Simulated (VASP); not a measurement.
RbPd:

```
Rb Pd
1.0
     0.00000    3.11490    3.11490
     3.11490    0.00000    3.11490
     3.11490    3.11490    0.00000
Rb Pd
1 1
Direct
  0.50000 0.50000 0.50000
  0.00000 0.00000 0.00000
```

The cell was built by a generator and needn't be a form met in nature.

- Program: VASP 6.6.1
- Task: relaxation of cell and atoms
- Functional: r2SCAN
- Dispersion: D3(BJ)
- Potentials or basis: VASP PAW PBE potentials, release 64 (Rb_sv, Pd)
- Cutoff: 600 eV
- k mesh: 7 × 7 × 7
- Occupations: methfessel-paxton, width 0.1 eV
- Spin: no spin polarisation

At the start: pressure 1.9 GPa; volume 30.22 Å³/atom.

Question: How do energy, volume and symmetry change on relaxing?

Answer: Over 4 steps the energy falls by 16.3 meV/atom and the volume is 33.29 Å³/atom (+10.2 %); space group Fm-3m (No. 225, to 0.05 Å).

Step by step:
| step | energy change (eV) | largest force (eV/Å) | pressure (GPa) | volume (Å³) |
| --- | --- | --- | --- | --- |
| 1 | 0.0000 | 0.0000 | 1.93 | 60.45 |
| 2 | -0.0263 | 0.0000 | 0.75 | 63.68 |
| 3 | -0.0316 | 0.0000 | -0.27 | 67.72 |
| 4 | -0.0326 | 0.0000 | -0.02 | 66.59 |

Final structure:
```
Rb Pd
1.0
     0.00000    3.21705    3.21705
     3.21705    0.00000    3.21705
     3.21705    3.21705    0.00000
Rb Pd
1 1
Direct
  0.50000 0.50000 0.50000
  0.00000 0.00000 0.00000
```

Caveat: the PAW data sets were made with another functional, which shifts forces and pressure a little; pairwise dispersion overbinds metals, which lowers pressure and volume.
